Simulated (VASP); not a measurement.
# TePt: structure and properties in VASP, part 2 of 2

Aim: relax TePt with PBEsol, compute its properties on that cell and hold them against experiment. The start is a cell from a database of measured crystal structures.

VASP 6.6.1; PBEsol; plane waves and PAW (Te, Pt).

So far. Step 5 (Density of states (PBEsol)): The finer mesh and the other smearing move the Fermi level by +0.03 eV from the 7×7×7 run, a small shift, which tests the Fermi level alone. Of the states within 0.3 eV of the Fermi level, the largest shares in the PAW spheres are Te p 29 %, Pt d 28 % and Pt p 12 %. The rest lies in smaller channels or between the spheres. Step 6 (Volume scan with PBEsol, volume scale 0.94): The pressure here is 9.74 GPa.

The database entry behind the starting cell differs from later determinations by our own check (c about 0.8 % long), so it need not match the best structure at ambient conditions.

## (7) Volume scan with PBEsol, volume scale 0.96

File INCAR:

```
SYSTEM = TePt
PREC = Accurate
ENCUT = 400
EDIFF = 1E-06
NELM = 100
ISMEAR = 0
SIGMA = 0.05
LREAL = .FALSE.
ALGO = Normal
GGA = PS
NBANDS = 22
LASPH = .TRUE.
LORBIT = 11
LWAVE = .FALSE.
LCHARG = .FALSE.
KPAR = 4
ISIF = 2
```

File POSCAR:

```
TePt
1.0
   -3.9009498567      0.0000000000      0.0000000000
    1.9504749284     -3.3783216748      0.0000000000
    1.9504749284      1.1261072250      6.5370100281
Te Pt
2 2
Direct
    0.1974739032      0.0987369516      0.2962108549
    0.8025260968      0.9012630484      0.7037891451
    0.7400761124      0.3700380562      0.1101141686
    0.2599238876      0.6299619438      0.8898858314
```

File KPOINTS:

```
Automatic mesh
0
Gamma
7 7 7
0 0 0
```

PAW data sets: Te and Pt (PBE family, release 64).

Started as:

```bash
mpirun -np 4 vasp_std
```

The job ended after 15 s (4 MPI ranks of Intel Xeon 6975P-C (Granite Rapids), shared host; peak memory 0.84 GiB).

This step gave:

| Quantity | Value |
| --- | --- |
| free energy (TOTEN) | -22.30 eV |
| energy at zero smearing | -22.30 eV |
| Fermi energy | 9.003 eV |
| pressure | 6.095 GPa |

Force by atom:

```
atom  x (eV/Å)  y (eV/Å)  z (eV/Å)   size
 Te1     0.000     0.000     0.530  0.530
 Te2     0.000     0.000    -0.530  0.530
 Pt3     0.000     0.000     0.002  0.002
 Pt4     0.000     0.000    -0.002  0.002
```

The pressure falls from 9.74 to 6.10 GPa.

The run ends at a pressure of 6.10 GPa, with forces up to 0.53 eV/Å.

## (8) Volume scan with PBEsol, volume scale 0.98

INCAR is that of step 7.

File POSCAR:

```
TePt
1.0
   -3.9278538094      0.0000000000      0.0000000000
    1.9639269047     -3.4016211813      0.0000000000
    1.9639269047      1.1338737271      6.5820942806
Te Pt
2 2
Direct
    0.1974739032      0.0987369516      0.2962108549
    0.8025260968      0.9012630484      0.7037891451
    0.7400761124      0.3700380562      0.1101141686
    0.2599238876      0.6299619438      0.8898858314
```

KPOINTS is that of step 7.

Started as:

```bash
mpirun -np 4 vasp_std
```

Wall time 15 s (4 MPI ranks); peak memory 0.84 GiB.

The pressure falls from 6.10 to 2.87 GPa.

The run ends at a pressure of 2.87 GPa, with forces up to 0.26 eV/Å.

## (9) Volume scan with PBEsol, volume scale 1

INCAR is that of step 8.

File POSCAR:

```
TePt
1.0
   -3.9543941672      0.0000000000      0.0000000000
    1.9771970836     -3.4246058054      0.0000000000
    1.9771970836      1.1415352685      6.6265692397
Te Pt
2 2
Direct
    0.1974739032      0.0987369516      0.2962108549
    0.8025260968      0.9012630484      0.7037891451
    0.7400761124      0.3700380562      0.1101141686
    0.2599238876      0.6299619438      0.8898858314
```

KPOINTS is that of step 8.

Started as:

```bash
mpirun -np 4 vasp_std
```

Wall time 14 s (4 MPI ranks); peak memory 0.85 GiB.

The pressure falls from 2.87 to 0.02 GPa.

The run ends at a pressure of 0.02 GPa, with forces up to 0.0073 eV/Å.

## (10) Volume scan with PBEsol, volume scale 1.02

INCAR is that of step 9.

File POSCAR:

```
TePt
1.0
   -3.9805829713      0.0000000000      0.0000000000
    1.9902914856     -3.4472859750      0.0000000000
    1.9902914856      1.1490953250      6.6704550832
Te Pt
2 2
Direct
    0.1974739032      0.0987369516      0.2962108549
    0.8025260968      0.9012630484      0.7037891451
    0.7400761124      0.3700380562      0.1101141686
    0.2599238876      0.6299619438      0.8898858314
```

KPOINTS is that of step 9.

Started as:

```bash
mpirun -np 4 vasp_std
```

It took 15 s on 4 MPI ranks; peak memory 0.85 GiB; 40 s of CPU time.

The pressure falls from 0.02 to -2.47 GPa.

The run ends at a pressure of -2.47 GPa, with forces up to 0.22 eV/Å.

## (11) Volume scan with PBEsol, volume scale 1.04

INCAR is that of step 10.

File POSCAR:

```
TePt
1.0
   -4.0064316369      0.0000000000      0.0000000000
    2.0032158185     -3.4696715761      0.0000000000
    2.0032158185      1.1565571921      6.7137709403
Te Pt
2 2
Direct
    0.1974739032      0.0987369516      0.2962108549
    0.8025260968      0.9012630484      0.7037891451
    0.7400761124      0.3700380562      0.1101141686
    0.2599238876      0.6299619438      0.8898858314
```

KPOINTS is that of step 10.

Started as:

```bash
mpirun -np 4 vasp_std
```

Wall time 14 s (4 MPI ranks); peak memory 0.84 GiB; 38 s of CPU time.

The pressure falls from -2.47 to -4.69 GPa.

The run ends at a pressure of -4.69 GPa, with forces up to 0.42 eV/Å.

## (12) Volume scan with PBEsol, volume scale 1.06

A prediction first. A parabola through the 6 pressures of evenly scaled cells so far, P = 0.02 -134.1 t +368 t² GPa with t = ln(V/V₁) and V₁ the volume at scale 1, gives -6.55 GPa at t = +0.0583.

INCAR is that of step 11.

File POSCAR:

```
TePt
1.0
   -4.0319509978      0.0000000000      0.0000000000
    2.0159754989     -3.4917719909      0.0000000000
    2.0159754989      1.1639239970      6.7565349655
Te Pt
2 2
Direct
    0.1974739032      0.0987369516      0.2962108549
    0.8025260968      0.9012630484      0.7037891451
    0.7400761124      0.3700380562      0.1101141686
    0.2599238876      0.6299619438      0.8898858314
```

KPOINTS is that of step 11.

Started as:

```bash
mpirun -np 4 vasp_std
```

Wall time 14 s (4 MPI ranks); peak memory 0.83 GiB; 40 s of CPU time.

The pressure falls from -4.69 to -6.65 GPa. The parabola predicted -6.55 GPa, +0.10 GPa off.

## (13) The series together

Times are for 4 MPI ranks of Intel Xeon 6975P-C (Granite Rapids), shared host. The series side by side:

```
no.  volume scale  energy above the lowest point (meV/atom)  pressure (GPa)  time  memory (GiB)
  1          0.94                                     38.83           9.738  14 s          0.85
  2          0.96                                     16.65           6.095  15 s          0.84
  3          0.98                                      4.07           2.873  15 s          0.84
  4             1                                         0         0.02269  14 s          0.85
  5          1.02                                      3.43          -2.470  15 s          0.85
  6          1.04                                     13.48          -4.689  14 s          0.84
  7          1.06                                     29.36          -6.648  14 s          0.83
```

## (14) Fit for PBEsol

This step: Birch-Murnaghan fit, PBEsol; plane waves and PAW (VASP 6.6.1).

No new run; the numbers come from the runs before.

Numbers from this step:

| Quantity | Value |
| --- | --- |
| pressure derivative of the bulk modulus | 5.233 |
| r.m.s. error of the fit | 4.56e-6 eV/atom |
| minimum inside the sampled range | yes |
| bulk modulus | 133.4 GPa |
| equilibrium volume of the fit | 22.44 Å³/atom |

Table of energy above the fitted minimum by volume:

```
volume (Å³/atom)  energy above the fitted minimum (eV/atom)
           21.09                                     0.0388
           21.54                                     0.0166
           21.99                                    0.00407
           22.43                                    -2.6e-6
           22.88                                    0.00343
           23.33                                     0.0135
           23.78                                     0.0294
```

The fitted volume lies +0.04 % from the relaxed one. The atoms bear forces along the scan, since they were held; freeing them would lower the modulus.

## (15) Vibrations at Γ (PBEsol)

This step: PBEsol; plane waves and PAW (Te, Pt) (VASP 6.6.1).

Zone-centre modes test whether the atoms sit at a minimum within this cell. IBRION = 8 takes the force constants from linear response, which needs tightly converged orbitals.

File INCAR:

```
SYSTEM = TePt
PREC = Accurate
ENCUT = 400
EDIFF = 1E-08
NELM = 100
ISMEAR = 1
SIGMA = 0.2
LREAL = .FALSE.
ALGO = Normal
GGA = PS
NBANDS = 22
LASPH = .TRUE.
LORBIT = 11
LWAVE = .FALSE.
LCHARG = .FALSE.
KPAR = 4
IBRION = 8
ISIF = 2
```

File POSCAR:

```
TePt
1.0
   -3.9543941672      0.0000000000      0.0000000000
    1.9771970836     -3.4246058054      0.0000000000
    1.9771970836      1.1415352685      6.6265692397
Te Pt
2 2
Direct
    0.1974739032      0.0987369516      0.2962108549
    0.8025260968      0.9012630484      0.7037891451
    0.7400761124      0.3700380562      0.1101141686
    0.2599238876      0.6299619438      0.8898858314
```

File KPOINTS:

```
Automatic mesh
0
Gamma
12 12 12
0 0 0
```

Started as:

```bash
mpirun -np 4 vasp_std
```

Run time: 9.8 min. Hardware: 4 MPI ranks; peak memory 8.5 GiB; 35 min of CPU time.

Energies printed during the response cycles are not total energies of the cell.

Numbers from this step:

```yaml
irreducible_k_points: 189
pressure_of_the_cell: 0.06646 GPa
largest_force_of_the_cell: 0.04867 eV/Å
fermi_energy: 8.396 eV
```

Modes at Γ, with each element's share of the kinetic energy:

```
mode  frequency (cm⁻¹)  symmetry  Te %  Pt %
   1               0.0  acoustic    40    60
   2               0.0  acoustic    40    60
   3               0.0  acoustic    40    60
   4              89.4        Eg    65    35
   5              89.4        Eg    65    35
   6             116.2       A1g    49    51
   7             151.7       A2u    60    40
   8             159.9        Eu    60    40
   9             159.9        Eu    60    40
  10             170.7       A1g    51    49
  11             180.0        Eg    35    65
  12             180.0        Eg    35    65
```

Displacements in mode 4 (89.4 cm⁻¹), the largest set to 1:
```
Te1 -1.00  0.00  0.00
Te2  1.00  0.00  0.00
Pt3 -0.60  0.00  0.00
Pt4  0.60  0.00  0.00
```

Displacements in mode 11 (180.0 cm⁻¹), the largest set to 1:
```
Te1 -0.91  0.00  0.00
Te2  0.91  0.00  0.00
Pt3  1.00  0.00  0.00
Pt4 -1.00  0.00  0.00
```

The three acoustic modes come out at zero, and all others are real. By the characters of their eigenvectors the optical modes sort into (cm⁻¹) Raman active: Eg 89, A1g 116, A1g 171, Eg 180; infrared active: A2u 152, Eu 160. With a centre of inversion no mode is active in both.

## (16) Outcome

```yaml
relaxed_volume: 22.43 Å³/atom
relaxed_conventional_cell_a_b_c: 3.954, 3.954, 19.880 Å; angles 90.0, 90.0, 120.0°
space_group_after_relaxing_within_0p02_a: R-3m (No. 166)
band_gap: none, a metal
dos_at_the_fermi_level: 1.98 states/eV/cell
bulk_modulus_from_the_fit: 133 GPa
volume_from_the_fit: 22.4 Å³/atom
highest_zone_centre_mode: 180 cm⁻¹
```

**Reading.** With PBEsol, TePt relaxes to 22.43 Å³/atom in space group R-3m (held by the symmetry of the run), comes out as a metal and has a bulk modulus of 133 GPa at fixed shape and positions, an upper bound. Against the listed cell the volume lies -0.9 % (a -0.2 %, c -0.5 %). Band structure (PBEsol): Of the bands kept, 4 cross the Fermi level on this path. Vibrations at Γ (PBEsol): The highest mode in this list at Γ, 180.0 cm⁻¹, has its largest share on Pt (65 % of the kinetic energy). Spin-orbit coupling is left out, and with elements this heavy it would split and shift bands near the Fermi level. The k-sampling is coarse for a metal, so the Fermi level, pressures and the shape of the cell carry errors. Modes at Γ alone can't show that the crystal is stable at other wave vectors. The bonds form layers, and without a dispersion term the spacing between them, and what depends on it, is unreliable. No search among competing phases was made, and a listed structure need not be the one stable at ambient conditions. All values are for a static lattice at zero temperature.

Calculation against experiment:

| quantity | measured | PBEsol |
| --- | --- | --- |
| lattice constant a (Å) | 3.9612 | 3.954 (-0.2 %) |
| lattice constant c (Å) | 19.815 | 19.880 (+0.3 %) |

Measured values from arxiv:2203.06655 (2022).

How well it matches: The lattice constant a is off by -0.2 %: good agreement. The lattice constant c is off by +0.3 %: good agreement. The grades are ours: good and fair within 0.7 and 1.5 % for the lattice constant a and 0.8 and 2 % for the lattice constant c. Zero-point motion and thermal expansion (measured at up to 200 K) are not in the computed lattice constants.

[Lines on the potential files, build, host, timing and source positions are cut from VASP's logs without a mark.]

[Logs are printed without paths, hosts, clocks, repeated set-up lines and the standing remarks that a program may print on its own settings, such as how far it seeks lower states.]

[Hosts, paths, dates, database ids (printed as entryN), source tags and the programs' standing remarks are cut or masked in the printed files.]

[A measured line is paired with the nearest computed mode of its activity, which favours agreement.]
